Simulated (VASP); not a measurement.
Data:

```
CELL_PARAMETERS angstrom
      4.14552     0.00000     0.00000
      0.00000     4.14552     0.00000
      0.00000     0.00000     4.14552
ATOMIC_POSITIONS crystal
  Cs 0.00000 0.00000 0.00000
  Br 0.50000 0.50000 0.50000
```

The numbers are results of LDA (Ceperley-Alder, Perdew-Zunger), VASP's LDA PAW potentials (set 64) (plane waves; VASP), not measurements. Settings: 400 eV cut-off, 6×6×6 Γ-centred mesh, Gaussian smearing of 0.050 eV, potentials Cs_sv Br.

Unless said otherwise, spin-orbit coupling is left out, though it shifts the bands of the heavy elements here.

Problem. Predict the energy per atom (σ→0), band gap (on the k-mesh) with the smallest direct gap where there is one.

Solution. 
```
Property                                      Value
-----------------------------------  --------------
band gap (on the k-mesh)                    4.51 eV
smallest direct gap (on the k-mesh)         4.51 eV
energy per atom (σ→0)                -3397 meV/atom
```

The absolute energy has meaning only against runs of the same code, potentials and settings.

The structure comes from a computed database's CsBr entry (Pm-3m); how it stands against other phases isn't given here. It was relaxed first, which changed the volume by -12 %. The start is the result of an earlier pass.
